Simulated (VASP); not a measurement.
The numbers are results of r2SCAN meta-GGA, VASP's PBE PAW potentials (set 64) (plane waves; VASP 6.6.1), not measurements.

VASP ran on this input.

**INCAR**
```
SYSTEM = CoSi2
PREC = Accurate; ENCUT = 480; LREAL = .False.
LASPH = .True.
EDIFF = 1E-7; NELM = 100; ALGO = Normal
LMAXMIX = 4; LMIXTAU = .True.
ISMEAR = 1; SIGMA = 0.1
METAGGA = R2SCAN
IBRION = 2; NSW = 40; ISIF = 3
EDIFFG = -0.01; PSTRESS = 100
LWAVE = .False.; LCHARG = .False.
```

File KPOINTS:
```
Automatic mesh
0
Gamma
10 10 10
0 0 0
```

POSCAR:
```
CoSi2
1
   -0.0000000000     2.6168504475     2.6168504475
    2.6168504475     0.0000000000     2.6168504475
    2.6168504475     2.6168504475    -0.0000000000
Co Si
1 2
Direct
  0.0000000000   0.0000000000   1.0000000000
  0.2500000000   0.2500000000   0.2500000000
  0.7500000000   0.7500000000   0.7500000000
```

POTCAR, in this order: Co Si (PBE.64 set). Program: vasp_std.

The resulting files:

OSZICAR:
```
       N       E                     dE             d eps       ncg     rms          rms(c)
DAV:   1     0.586976791526E+02    0.58698E+02   -0.70398E+03  1136   0.134E+03
DAV:   2    -0.313484655821E+02   -0.90046E+02   -0.84432E+02  1144   0.262E+02
DAV:   3    -0.355656846229E+02   -0.42172E+01   -0.40826E+01  1436   0.674E+01
DAV:   4    -0.356579033427E+02   -0.92219E-01   -0.92047E-01  1368   0.933E+00
DAV:   5    -0.356606968922E+02   -0.27935E-02   -0.27930E-02  1460   0.172E+00    0.168E+01
DAV:   6    -0.363600016538E+02   -0.69930E+00   -0.42128E+01  1332   0.146E+02    0.168E+01
DAV:   7    -0.319384900373E+02    0.44215E+01   -0.15038E+01  1468   0.106E+02    0.486E+00
DAV:   8    -0.319819394885E+02   -0.43449E-01   -0.12143E+00  1708   0.145E+01    0.334E+00
DAV:   9    -0.319578651646E+02    0.24074E-01   -0.37565E-01  1384   0.143E+01    0.734E-01
DAV:  10    -0.319620874493E+02   -0.42223E-02   -0.11328E-02  1236   0.111E+00    0.549E-01
DAV:  11    -0.319602313712E+02    0.18561E-02   -0.36230E-03  1512   0.127E+00    0.117E-01
DAV:  12    -0.319608322906E+02   -0.60092E-03   -0.93410E-04  1224   0.339E-01    0.288E-02
DAV:  13    -0.319610318446E+02   -0.19955E-03   -0.16855E-04  1184   0.148E-01    0.194E-02
DAV:  14    -0.319610171397E+02    0.14705E-04   -0.21531E-05  1444   0.879E-02    0.631E-03
DAV:  15    -0.319610399890E+02   -0.22849E-04   -0.54355E-06  1200   0.318E-02    0.324E-03
DAV:  16    -0.319610330997E+02    0.68893E-05   -0.45686E-07  1412   0.136E-02    0.110E-03
DAV:  17    -0.319610354793E+02   -0.23796E-05   -0.12020E-07   656   0.849E-03    0.128E-03
DAV:  18    -0.319610316417E+02    0.38376E-05   -0.10714E-07   640   0.854E-03    0.415E-04
DAV:  19    -0.319610325373E+02   -0.89555E-06   -0.11869E-08   624   0.228E-03    0.169E-04
DAV:  20    -0.319610324868E+02    0.50511E-07   -0.21034E-09   608   0.555E-04
   1 F= -.29724083E+02 E0= -.29724036E+02  d E =-.297241E+02
```

**OUTCAR**
```
------------------------ aborting loop because EDIFF is reached ----------------------------------------
  FORCE on cell =-STRESS in cart. coord.  units (eV):
  Direction    XX          YY          ZZ          XY          YZ          ZX
  --------------------------------------------------------------------------------------
  Total        2.2447552      2.2447552      2.2447552     -0.0000000     -0.0000000     -0.0000000
  in kB      100.3489587    100.3489587    100.3489587     -0.0000000     -0.0000000     -0.0000000
  external PRESSURE =       0.3489587 kB  Pullay stress =     100.0000000 kB
  volume of cell :       35.84
      direct lattice vectors                 reciprocal lattice vectors
     0.000000000  2.616850448  2.616850448    -0.191069383  0.191069383  0.191069383
     2.616850448  0.000000000  2.616850448     0.191069383 -0.191069383  0.191069383
     2.616850448  2.616850448  0.000000000     0.191069383  0.191069383 -0.191069383
 POSITION                                       TOTAL-FORCE (eV/Angst)
 -----------------------------------------------------------------------------------
      0.00000      0.00000      0.00000        -0.000000      0.000000     -0.000000
      1.30843      1.30843      1.30843         0.000000      0.000000     -0.000000
      3.92528      3.92528      3.92528        -0.000000     -0.000000      0.000000
 -----------------------------------------------------------------------------------
    total drift:                               -0.000000     -0.000000      0.000000
  FREE ENERGIE OF THE ION-ELECTRON SYSTEM (eV)
  ---------------------------------------------------
  free  energy   TOTEN  =       -31.9610324868 eV

  energy  without entropy=      -31.9608903823  energy(sigma->0) =      -31.96098512
  enthalpy is  TOTEN    =       -29.7240832755 eV   P V=        2.2369492112

 reached required accuracy - stopping structural energy minimisation
```
(Selected blocks of OUTCAR.)

### OUTCAR
```
 val. band max:       10.9090689877   @ k =   0.3000   0.2000   0.1000

 cond. band min:      10.9534778366   @ k =  -0.2000   0.3000   0.1000


 Fermi energy:        10.9380578350

 k-point     1 :       0.0000    0.0000    0.0000
  band No.  band energies     occupation
      1      -3.3922      2.00000
      2       6.3669      2.00000
      3       6.3669      2.00000
      4       6.3669      2.00000
      5       8.6916      2.00000
      6       8.6916      2.00000
      7      12.9811      0.00000
      8      14.5696      0.00000
      9      14.5696      0.00000
     10      14.5696      0.00000
     11      14.8787      0.00000
     12      14.8787      0.00000

 k-point     2 :       0.1000    0.0000    0.0000
  band No.  band energies     occupation
      1      -3.2237      2.00000
      2       6.0173      2.00000
      3       6.4271      2.00000
      4       6.4271      2.00000
      5       8.6429      2.00000
      6       8.6429      2.00000
      7      12.3867     -0.00000
      8      13.4949      0.00000
      9      13.7328      0.00000
     10      13.7328      0.00000
     11      15.7660      0.00000
     12      15.7661      0.00000

 k-point     3 :       0.2000    0.0000    0.0000
  band No.  band energies     occupation
      1      -2.7227      2.00000
      2       5.0647      2.00000
      3       6.5834      2.00000
      4       6.5834      2.00000
      5       8.5576      2.00000
      6       8.5576      2.00000
      7      10.7001      2.00390
      8      12.7649     -0.00000
      9      12.7649     -0.00000
     10      13.9778      0.00000
     11      15.6479      0.00000
     12      15.6479      0.00000

 k-point     4 :       0.3000    0.0000    0.0000
  band No.  band energies     occupation
      1      -1.9050      2.00000
      2       3.7000      2.00000
      3       6.7581      2.00000
      4       6.7581      2.00000
      5       8.5835      2.00000
      6       8.5835      2.00000
...
```

The compound is CoSi2 in the fluorite structure. It was relaxed first under an external pressure of 10 GPa. The run is not spin-polarised, so no magnetic state was tried. The electron count is odd and the run is not spin-polarised, which forces a metal.
